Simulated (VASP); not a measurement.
Level of theory: PBE GGA, VASP's PBE PAW potentials (set 64) (plane waves; VASP).

Input for VASP

### KPOINTS
```
Automatic
0
G
8 8 6
0 0 0
```

**INCAR**
```
! general
SYSTEM   =  PtSe2
PREC     =  Accurate
ENCUT    =  400   ! plane-wave cut-off (eV)
LREAL    =  .False.
LASPH    =  .True.

! electronic loop
EDIFF    =  1E-6   ! SCF stop (eV)
NELM     =  100   ! most electronic steps
ALGO     =  Normal   ! blocked Davidson
LMAXMIX  =  6   ! l cut-off of mixed one-centre charges

! smearing
ISMEAR   =  1   ! Methfessel-Paxton
SIGMA    =  0.1

! functional
GGA      =  PE

! ions
IBRION   =  2   ! conjugate gradients
NSW      =  60
ISIF     =  3
EDIFFG   =  -0.02   ! ionic stop

! output
LWAVE    =  .False.
LCHARG   =  .False.
```

**POSCAR**
```
PtSe2
1.0
  1.9003616399  -3.2915231708   0.0000000000
  1.9003616399   3.2915231708   0.0000000000
  0.0000000000   0.0000000000   5.1696713985
Pt Se
1 2
direct
  0.0000000000   0.0000000000   0.0000000000
  0.3333330000   0.6666670000   0.2473550679
  0.6666670000   0.3333330000   0.7526449321
```

POTCAR, in this order: Pt Se (PBE.64 set). Program: vasp_std.

Output

File OSZICAR:
```
...
DAV:   2    -0.142706304773E+02    0.35194E-02   -0.17195E-02  1612   0.965E-01    0.207E-01
DAV:   3    -0.142695811039E+02    0.10494E-02   -0.27988E-03  1745   0.407E-01    0.102E-01
DAV:   4    -0.142694754549E+02    0.10565E-03   -0.51234E-04  1696   0.178E-01    0.447E-02
DAV:   5    -0.142694707025E+02    0.47524E-05   -0.59081E-05  1612   0.729E-02    0.206E-02
DAV:   6    -0.142694728399E+02   -0.21374E-05   -0.12338E-05  1836   0.257E-02    0.574E-03
DAV:   7    -0.142694730607E+02   -0.22084E-06   -0.62957E-07  1086   0.684E-03
   5 F= -.14269473E+02 E0= -.14269618E+02  d E =-.170797E-02
       N       E                     dE             d eps       ncg     rms          rms(c)
DAV:   1    -0.142726337401E+02   -0.31609E-02   -0.11026E-01  1500   0.240E+00    0.290E-01
DAV:   2    -0.142710677866E+02    0.15660E-02   -0.10973E-02  1577   0.110E+00    0.153E-01
DAV:   3    -0.142706878547E+02    0.37993E-03   -0.80278E-04  1717   0.321E-01    0.568E-02
DAV:   4    -0.142706017222E+02    0.86133E-04   -0.62687E-04  1598   0.147E-01    0.242E-02
DAV:   5    -0.142706004157E+02    0.13065E-05   -0.32732E-05  1640   0.448E-02    0.159E-02
DAV:   6    -0.142706012747E+02   -0.85900E-06   -0.40777E-06  1712   0.205E-02
   6 F= -.14270601E+02 E0= -.14270739E+02  d E =-.112821E-02
       N       E                     dE             d eps       ncg     rms          rms(c)
DAV:   1    -0.142917418186E+02   -0.21141E-01   -0.98451E-01  1500   0.718E+00    0.876E-01
DAV:   2    -0.142777711703E+02    0.13971E-01   -0.97559E-02  1577   0.328E+00    0.457E-01
DAV:   3    -0.142744341478E+02    0.33370E-02   -0.70241E-03  1703   0.948E-01    0.173E-01
DAV:   4    -0.142736560734E+02    0.77807E-03   -0.56902E-03  1591   0.441E-01    0.728E-02
DAV:   5    -0.142736426262E+02    0.13447E-04   -0.30495E-04  1640   0.136E-01    0.479E-02
DAV:   6    -0.142736505858E+02   -0.79596E-05   -0.39519E-05  1794   0.637E-02    0.150E-02
DAV:   7    -0.142736521446E+02   -0.15589E-05   -0.63247E-06  1850   0.233E-02    0.349E-03
DAV:   8    -0.142736524804E+02   -0.33574E-06   -0.63621E-07  1079   0.694E-03
   7 F= -.14273652E+02 E0= -.14273733E+02  d E =-.417942E-02
       N       E                     dE             d eps       ncg     rms          rms(c)
DAV:   1    -0.143495584173E+02   -0.75906E-01   -0.38740E+00  1500   0.142E+01    0.177E+00
DAV:   2    -0.142949102661E+02    0.54648E-01   -0.38158E-01  1584   0.650E+00    0.917E-01
DAV:   3    -0.142817871847E+02    0.13123E-01   -0.27180E-02  1682   0.187E+00    0.354E-01
DAV:   4    -0.142785959321E+02    0.31913E-02   -0.23016E-02  1591   0.878E-01    0.146E-01
DAV:   5    -0.142785430620E+02    0.52870E-04   -0.12560E-03  1633   0.276E-01    0.969E-02
DAV:   6    -0.142785742354E+02   -0.31173E-04   -0.17338E-04  1836   0.133E-01    0.290E-02
DAV:   7    -0.142785794545E+02   -0.52191E-05   -0.25074E-05  1836   0.463E-02    0.703E-03
DAV:   8    -0.142785807941E+02   -0.13397E-05   -0.28109E-06  1784   0.136E-02    0.336E-03
DAV:   9    -0.142785809254E+02   -0.13128E-06   -0.31430E-07  1100   0.382E-03
   8 F= -.14278581E+02 E0= -.14278679E+02  d E =-.910786E-02
       N       E                     dE             d eps       ncg     rms          rms(c)
DAV:   1    -0.145557058222E+02   -0.27713E+00   -0.14999E+01  1500   0.279E+01    0.363E+00
DAV:   2    -0.143465598804E+02    0.20915E+00   -0.14418E+00  1605   0.126E+01    0.179E+00
DAV:   3    -0.142987261558E+02    0.47834E-01   -0.97706E-02  1703   0.354E+00    0.737E-01
DAV:   4    -0.142851882983E+02    0.13538E-01   -0.88594E-02  1598   0.170E+00    0.292E-01
DAV:   5    -0.142851653404E+02    0.22958E-04   -0.42133E-03  1661   0.504E-01    0.194E-01
DAV:   6    -0.142852932353E+02   -0.12789E-03   -0.63328E-04  1850   0.247E-01    0.515E-02
DAV:   7    -0.142853203226E+02   -0.27087E-04   -0.76066E-05  1864   0.777E-02    0.141E-02
DAV:   8    -0.142853270197E+02   -0.66971E-05   -0.10813E-05  1878   0.247E-02    0.616E-03
DAV:   9    -0.142853276257E+02   -0.60606E-06   -0.10078E-06  1430   0.697E-03
   9 F= -.14285328E+02 E0= -.14285427E+02  d E =-.158546E-01
       N       E                     dE             d eps       ncg     rms          rms(c)
DAV:   1    -0.152386842251E+02   -0.95336E+00   -0.56140E+01  1500   0.539E+01    0.759E+00
DAV:   2    -0.144945545156E+02    0.74413E+00   -0.51107E+00  1626   0.234E+01    0.340E+00
DAV:   3    -0.143407833727E+02    0.15377E+00   -0.32375E-01  1808   0.618E+00    0.155E+00
DAV:   4    -0.142798937837E+02    0.60890E-01   -0.29259E-01  1605   0.302E+00    0.604E-01
DAV:   5    -0.142813659865E+02   -0.14722E-02   -0.80087E-03  1801   0.670E-01    0.384E-01
DAV:   6    -0.142820567331E+02   -0.69075E-03   -0.21830E-03  1801   0.421E-01    0.815E-02
DAV:   7    -0.142821916976E+02   -0.13496E-03   -0.24295E-04  1794   0.136E-01    0.307E-02
DAV:   8    -0.142822371269E+02   -0.45429E-04   -0.59814E-05  1906   0.571E-02    0.115E-02
DAV:   9    -0.142822420509E+02   -0.49241E-05   -0.70465E-06  1934   0.223E-02    0.338E-03
DAV:  10    -0.142822425744E+02   -0.52347E-06   -0.79314E-07  1458   0.630E-03
  10 F= -.14282243E+02 E0= -.14282380E+02  d E =-.127695E-01
       N       E                     dE             d eps       ncg     rms          rms(c)
DAV:   1    -0.144628554629E+02   -0.18061E+00   -0.95294E+00  1500   0.214E+01    0.256E+00
DAV:   2    -0.143209308698E+02    0.14192E+00   -0.91070E-01  1619   0.988E+00    0.122E+00
DAV:   3    -0.142924362935E+02    0.28495E-01   -0.60744E-02  1738   0.276E+00    0.474E-01
DAV:   4    -0.142856388093E+02    0.67975E-02   -0.47691E-02  1626   0.125E+00    0.222E-01
DAV:   5    -0.142857116252E+02   -0.72816E-04   -0.25207E-03  1745   0.413E-01    0.144E-01
DAV:   6    -0.142857858357E+02   -0.74210E-04   -0.32105E-04  1801   0.180E-01    0.477E-02
DAV:   7    -0.142858157428E+02   -0.29907E-04   -0.63627E-05  1822   0.679E-02    0.101E-02
DAV:   8    -0.142858192104E+02   -0.34676E-05   -0.79606E-06  1941   0.248E-02    0.497E-03
DAV:   9    -0.142858196762E+02   -0.46579E-06   -0.10004E-06  1409   0.740E-03
  11 F= -.14285820E+02 E0= -.14285932E+02  d E =-.163466E-01
       N       E                     dE             d eps       ncg     rms          rms(c)
DAV:   1    -0.142997036059E+02   -0.13884E-01   -0.33267E-01  1500   0.459E+00    0.651E-01
DAV:   2    -0.142900037490E+02    0.96999E-02   -0.51992E-02  1570   0.250E+00    0.340E-01
DAV:   3    -0.142881668495E+02    0.18369E-02   -0.37085E-03  1640   0.704E-01    0.126E-01
DAV:   4    -0.142877354102E+02    0.43144E-03   -0.32629E-03  1605   0.308E-01    0.570E-02
DAV:   5    -0.142877127229E+02    0.22687E-04   -0.14935E-04  1703   0.103E-01    0.409E-02
DAV:   6    -0.142877201490E+02   -0.74261E-05   -0.22589E-05  1801   0.367E-02    0.775E-03
DAV:   7    -0.142877203721E+02   -0.22307E-06   -0.32959E-06  1697   0.113E-02
  12 F= -.14287720E+02 E0= -.14287839E+02  d E =-.190070E-02
       N       E                     dE             d eps       ncg     rms          rms(c)
DAV:   1    -0.143956001795E+02   -0.10788E+00   -0.29320E+00  1500   0.136E+01    0.196E+00
DAV:   2    -0.143105065295E+02    0.85094E-01   -0.45693E-01  1598   0.742E+00    0.104E+00
DAV:   3    -0.142941246953E+02    0.16382E-01   -0.33098E-02  1605   0.210E+00    0.399E-01
DAV:   4    -0.142901138551E+02    0.40108E-02   -0.29620E-02  1647   0.923E-01    0.171E-01
DAV:   5    -0.142899543723E+02    0.15948E-03   -0.16687E-03  1626   0.333E-01    0.122E-01
DAV:   6    -0.142899988054E+02   -0.44433E-04   -0.21603E-04  1850   0.139E-01    0.206E-02
DAV:   7    -0.142900034600E+02   -0.46545E-05   -0.35827E-05  1787   0.366E-02    0.809E-03
DAV:   8    -0.142900070741E+02   -0.36141E-05   -0.50550E-06  1815   0.155E-02    0.251E-03
DAV:   9    -0.142900071555E+02   -0.81385E-07   -0.17338E-07  1387   0.406E-03
  13 F= -.14290007E+02 E0= -.14290142E+02  d E =-.418748E-02
```

File OUTCAR:
```
------------------------ aborting loop because EDIFF is reached ----------------------------------------
  FORCE on cell =-STRESS in cart. coord.  units (eV):
  Direction    XX          YY          ZZ          XY          YZ          ZX
  --------------------------------------------------------------------------------------
  Total       -0.0347039     -0.0347039      0.0347474      0.0000000     -0.0000000      0.0000000
  in kB       -0.7503288     -0.7503289      0.7512698      0.0000000     -0.0000000      0.0000000
  external PRESSURE =      -0.2497960 kB  Pullay stress =       0.0000000 kB
  volume of cell :       74.10
      direct lattice vectors                 reciprocal lattice vectors
     1.879739426 -3.255804439  0.000000000     0.265994315 -0.153571877  0.000000000
     1.879739426  3.255804439  0.000000000     0.265994315  0.153571877 -0.000000000
    -0.000000000  0.000000000  6.054117319    -0.000000000  0.000000000  0.165176845
 POSITION                                       TOTAL-FORCE (eV/Angst)
 -----------------------------------------------------------------------------------
      0.00000     -0.00000      0.00000         0.000000     -0.000000      0.000000
      1.87974      1.08527      1.30027        -0.000000      0.000000      0.015072
      1.87974     -1.08527      4.75385         0.000000     -0.000000     -0.015072
 -----------------------------------------------------------------------------------
    total drift:                                0.000000     -0.000000      0.000000
  FREE ENERGIE OF THE ION-ELECTRON SYSTEM (eV)
  ---------------------------------------------------
  free  energy   TOTEN  =       -14.2900071555 eV

  energy  without entropy=      -14.2904104887  energy(sigma->0) =      -14.29014160

 reached required accuracy - stopping structural energy minimisation
```
(Selected blocks of OUTCAR.)

**CONTCAR**
```
PtSe2
   1.00000000000000
     1.8797394255865847   -3.2558044389879099    0.0000000000000002
     1.8797394255865851    3.2558044389879099    0.0000000000000000
    -0.0000000000000001    0.0000000000000004    6.0541173185792774
  Pt              Se
     1     2
Direct
     0.0000000000000000    0.0000000000000000    0.0000000000000000
     0.3333330000000032    0.6666669999999968    0.2147747222351739
     0.6666669999999968    0.3333330000000032    0.7852252777648261
```

Energy and stress use the plane-wave basis of the starting cell. Without a dispersion term in the relaxation, distances and binding between the weakly bound layers, chains or molecules are unreliable, and so is what depends on them.

The compound is PtSe2 in the 1T layered structure. This run relaxes it. Symmetry was kept, so distortions that lower it aren't found. The start is the result of an earlier pass.
